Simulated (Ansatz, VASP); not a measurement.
**Sr2OsSO6: VASP beside Ansatz**

Contents of INCAR:

```
PREC     = Accurate       # precision mode
ENCUT    = 520            # plane-wave cutoff, eV
EDIFF    = 1E-6           # SCF threshold, eV
ISMEAR   = -1             # smearing method
SIGMA    = 0.1            # smearing width, eV
LREAL    = F              # projectors in reciprocal space
LASPH    = T              # aspherical terms in the spheres
NELM     = 80             # most SCF steps
ALGO     = Fast           # electronic algorithm
ISIF     = 2              # what is computed and relaxed
LWAVE    = F              # write WAVECAR
LCHARG   = F              # write CHGCAR
GGA      = PE             # functional
NBANDS   = 46             # bands
```

File KPOINTS:

```
regular mesh
0
Gamma
  4 4 4
```

Contents of POSCAR:

```
Sr2OsSO6
1.0
    0.0000000000      4.0024200000      4.0024200000
    4.0024200000      0.0000000000      4.0024200000
    4.0024200000      4.0024200000      0.0000000000
S Sr Os O
1 2 1 6
Direct
    0.5000000000      0.5000000000      0.5000000000
    0.2500000000      0.2500000000      0.2500000000
    0.7500000000      0.7500000000      0.7500000000
    0.0000000000      0.0000000000      0.0000000000
    0.7670000000      0.2330000000      0.2330000000
    0.2330000000      0.7670000000      0.2330000000
    0.2330000000      0.7670000000      0.7670000000
    0.7670000000      0.2330000000      0.7670000000
    0.2330000000      0.2330000000      0.7670000000
    0.7670000000      0.7670000000      0.2330000000
```

Input for Ansatz:

```yaml
crystal:
  lattice:
    - [0.0, 4.00242, 4.00242]
    - [4.00242, 0.0, 4.00242]
    - [4.00242, 4.00242, 0.0]
  atoms:
    - { symbol: S, position: [0.5, 0.5, 0.5] }
    - { symbol: Sr, position: [0.25, 0.25, 0.25] }
    - { symbol: Sr, position: [0.75, 0.75, 0.75] }
    - { symbol: Os, position: [0.0, 0.0, 0.0] }
    - { symbol: O, position: [0.767, 0.233, 0.233] }
    - { symbol: O, position: [0.233, 0.767, 0.233] }
    - { symbol: O, position: [0.233, 0.767, 0.767] }
    - { symbol: O, position: [0.767, 0.233, 0.767] }
    - { symbol: O, position: [0.233, 0.233, 0.767] }
    - { symbol: O, position: [0.767, 0.767, 0.233] }
  symmetry: { tolerance: 0.0003 }
kpoints:
  mp_grid: { grid: [4, 4, 4], shift: [0, 0, 0] }
magnetization:
  spin_polarized: false
scf:
  occupations: { method: fermi_dirac }
  convergence: { dr2_threshold: 1.0e-09 }
hamiltonian:
  pseudopotentials: { kind: paw }
  xc: pbe
basis:
  ecutwfc: "40.4 Ry"
  xc_grid: 4
output:
  forces: true
  stress: true
  eigenvalues: true
```

The cell was built by a generator and needn't be a form met in nature.

Alike in both runs: task single point; functional PBE; k mesh 4 × 4 × 4; no spin polarisation.

```csv
,VASP,Ansatz
version,VASP 6.6.1,Ansatz 0.2.0
potentials or method,"VASP PAW PBE potentials, release 64 (S, Sr_sv, Os, O)",PAW plane waves
plane-wave cutoff (eV),520,550
occupations,"fermi-dirac, width 0.1 eV",fermi-dirac
valence electrons in the cell,70,78
```

```tsv
	VASP	Ansatz	Ansatz less VASP
gap on the k mesh at the Fermi level (eV)	none	none	-
pressure (GPa)	14.0	12.2	-1.87
rms of the force components (eV/Å)	1.361	1.147	-0.2142
```

Atom by atom the forces differ by 0.214 eV/Å (rms over components). A gap of «none» marks a metal or a gap that the smearing closes. The two sets of potentials don't hold the same shells in valence.

Caveats: forces of over 1 eV/Å show positions far from the minimum, so gaps and moduli don't describe the material at rest. The runs have no spin-orbit coupling, so splittings on Os are missing.
